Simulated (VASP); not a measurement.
An input for Quantum ESPRESSO's pw.x (written as the equivalent of a VASP run, and not itself run):

```
&CONTROL
  calculation = 'scf'
  pseudo_dir = './pseudo'
  outdir = './out'
  tprnfor = .true.
  tstress = .true.
/
&SYSTEM
  ibrav = 0
  nat = 40
  ntyp = 2
  ecutwfc = 84
  occupations = 'smearing'
  smearing = 'fermi-dirac'
  degauss = 0.00735
  input_dft = 'pz'
/
&ELECTRONS
  conv_thr = 7.3e-08
  electron_maxstep = 100
/
ATOMIC_SPECIES
  N 14.007 N.upf
  Zn 65.380 Zn.upf
CELL_PARAMETERS angstrom
    -4.7839200    4.7839200    4.7839200
     4.7839200   -4.7839200    4.7839200
     4.7839200    4.7839200   -4.7839200
ATOMIC_POSITIONS crystal
  N    0.5000000  0.5000000  0.5000000
  N    0.5000000  0.0000000  0.0000000
  N    0.0000000  0.0000000  0.5000000
  N    0.0000000  0.5000000  0.0000000
  N    0.2500000  0.7165000  0.4665000
  N    0.7500000  0.7835000  0.0335000
  N    0.4665000  0.2500000  0.7165000
  N    0.0335000  0.7500000  0.7835000
  N    0.7165000  0.4665000  0.2500000
  N    0.7835000  0.0335000  0.7500000
  N    0.7500000  0.2835000  0.5335000
  N    0.2500000  0.2165000  0.9665000
  N    0.5335000  0.7500000  0.2835000
  N    0.9665000  0.2500000  0.2165000
  N    0.2835000  0.5335000  0.7500000
  N    0.2165000  0.9665000  0.2500000
  Zn   0.5361000  0.7737000  0.5434000
  Zn   0.7303000  0.9927000  0.9566000
  Zn   0.7697000  0.7263000  0.2624000
  Zn   0.9639000  0.5073000  0.2376000
  Zn   0.5434000  0.5361000  0.7737000
  Zn   0.9566000  0.7303000  0.9927000
  Zn   0.2624000  0.7697000  0.7263000
  Zn   0.2376000  0.9639000  0.5073000
  Zn   0.7737000  0.5434000  0.5361000
  Zn   0.9927000  0.9566000  0.7303000
  Zn   0.7263000  0.2624000  0.7697000
  Zn   0.5073000  0.2376000  0.9639000
  Zn   0.4639000  0.2263000  0.4566000
  Zn   0.2697000  0.0073000  0.0434000
  Zn   0.2303000  0.2737000  0.7376000
  Zn   0.0361000  0.4927000  0.7624000
  Zn   0.4566000  0.4639000  0.2263000
  Zn   0.0434000  0.2697000  0.0073000
  Zn   0.7376000  0.2303000  0.2737000
  Zn   0.7624000  0.0361000  0.4927000
  Zn   0.2263000  0.4566000  0.4639000
  Zn   0.0073000  0.0434000  0.2697000
  Zn   0.2737000  0.7376000  0.2303000
  Zn   0.4927000  0.7624000  0.0361000
K_POINTS automatic
  3 3 3 1 1 1
```

Q: Translate this input to VASP (INCAR, KPOINTS, POSCAR, choice of POTCAR).

A: One answer among several that fit: 
**INCAR**
```
LASPH=.TRUE.   # aspherical one-centre terms
PREC=Accurate
ISIF=2
NELM=100   # most electronic steps
EDIFF=1E-06
LWAVE=.FALSE.
LMAXMIX=4   # l cut-off of mixed one-centre charges
SYSTEM=Zn3N2
SIGMA=0.1
ALGO=Normal   # blocked Davidson
ENCUT=400
LREAL=Auto   # projection in real space or not
LCHARG=.FALSE.
ISMEAR=-1   # Fermi-Dirac
```

File POSCAR:
```
Zn3N2
1
   -4.7839200000     4.7839200000     4.7839200000
    4.7839200000    -4.7839200000     4.7839200000
    4.7839200000     4.7839200000    -4.7839200000
N Zn
16 24
Direct
  0.5000000000   0.5000000000   0.5000000000
  0.5000000000   0.0000000000   0.0000000000
  0.0000000000   0.0000000000   0.5000000000
  0.0000000000   0.5000000000   0.0000000000
  0.2500000000   0.7165000000   0.4665000000
  0.7500000000   0.7835000000   0.0335000000
  0.4665000000   0.2500000000   0.7165000000
  0.0335000000   0.7500000000   0.7835000000
  0.7165000000   0.4665000000   0.2500000000
  0.7835000000   0.0335000000   0.7500000000
  0.7500000000   0.2835000000   0.5335000000
  0.2500000000   0.2165000000   0.9665000000
  0.5335000000   0.7500000000   0.2835000000
  0.9665000000   0.2500000000   0.2165000000
  0.2835000000   0.5335000000   0.7500000000
  0.2165000000   0.9665000000   0.2500000000
  0.5361000000   0.7737000000   0.5434000000
  0.7303000000   0.9927000000   0.9566000000
  0.7697000000   0.7263000000   0.2624000000
  0.9639000000   0.5073000000   0.2376000000
  0.5434000000   0.5361000000   0.7737000000
  0.9566000000   0.7303000000   0.9927000000
  0.2624000000   0.7697000000   0.7263000000
  0.2376000000   0.9639000000   0.5073000000
  0.7737000000   0.5434000000   0.5361000000
  0.9927000000   0.9566000000   0.7303000000
  0.7263000000   0.2624000000   0.7697000000
  0.5073000000   0.2376000000   0.9639000000
  0.4639000000   0.2263000000   0.4566000000
  0.2697000000   0.0073000000   0.0434000000
  0.2303000000   0.2737000000   0.7376000000
  0.0361000000   0.4927000000   0.7624000000
  0.4566000000   0.4639000000   0.2263000000
  0.0434000000   0.2697000000   0.0073000000
  0.7376000000   0.2303000000   0.2737000000
  0.7624000000   0.0361000000   0.4927000000
  0.2263000000   0.4566000000   0.4639000000
  0.0073000000   0.0434000000   0.2697000000
  0.2737000000   0.7376000000   0.2303000000
  0.4927000000   0.7624000000   0.0361000000
```

**KPOINTS**
```
Automatic mesh
0
Gamma
3 3 3
0.5 0.5 0.5
```

POTCAR, in this order: N Zn (LDA.64 set). Program: vasp_std.

What does not carry over: the potentials are each code's own (VASP's PAW set, PseudoDojo norm-conserving files in pw.x), so ENCUT and ecutwfc are chosen apart and not converted; conv_thr bounds pw.x's estimated SCF error, while EDIFF bounds the energy change between steps.

The structure was generated: Zn3N2 was put into an ordered model structure, a phase also known from measurement. The cell was not relaxed at this level. The run is one of a series of settings (EDIFF = 1E-06 against the base run), some of them coarse on purpose.
